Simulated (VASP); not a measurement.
Tl: stress against strain

Tl (hcp, P6_3/mmc, 28.435 Å³/atom and stress up to 0.22 GPa in the relaxed cell, c along z) under an equal strain ε along x and y, with z held. PBEsol in VASP (plane waves, PAW), 480 eV, 18×18×8 Γ-centred mesh, Methfessel-Paxton smearing 0.10 eV; ions are relaxed, or left where forces stay under 0.02 eV/Å, within the symmetry of each cell. Stress is positive for a compressed cell.

Here s stands for strain and y for stress xx.

```
strain (%)  stress xx (GPa)
----------  ---------------
-3.00                     ?
-1.50                  1.42
-1.00                  0.99
-0.50                  0.59
0.00                   0.22
0.50                  -0.14
1.00                  -0.50
1.50                  -0.83
```

Problem. Using a straight line, estimate the missing y at s = -3.00 from the other rows, showing the fit.

Solution. Means: s 0, y 0.250. About the means, the sum of products is -5.2300 and the sum of squares of s is 7.0000; the slope is their ratio. Least squares gives y = 0.250 - 0.7471·s. Residuals (row less fit): 0.049, -0.007, -0.034, -0.030, -0.016, -0.003, 0.041; standard error 0.036 (degrees of freedom: 5). The slope gives the elastic constants C11 + C12 = about 75 GPa. At the withheld row, y = 0.250 - 0.7471 × (-3.0) = 2.491 GPa. The calculation gives 2.96 GPa, 0.469 GPa above the prediction (12.4 % of the range of y in the table). The row lies outside the fitted rows, so this is an extrapolation. From the scatter of the fitted rows alone, a prediction at this place has a standard error of 0.056 GPa, so the miss is 8.4 times that.

A polynomial of degree 2 through the 12 other runs of the series gives 2.90 there, so most of the miss is curvature that the fit leaves out. In a metal these values are sensitive to mesh and smearing; energies are taken to zero smearing, stresses follow the free energy. Spin-orbit coupling is left out, which can shift these values for the heavy elements here. Rows are the converged runs of the series near zero and its far end, less any whose ions stayed unrelaxed beside relaxed ones; series whose fitted rows scatter by over a few per cent of the range, as at a crossing or softening among them, aren't shown in this form. Most that stay on the fit to the last digits aren't either.
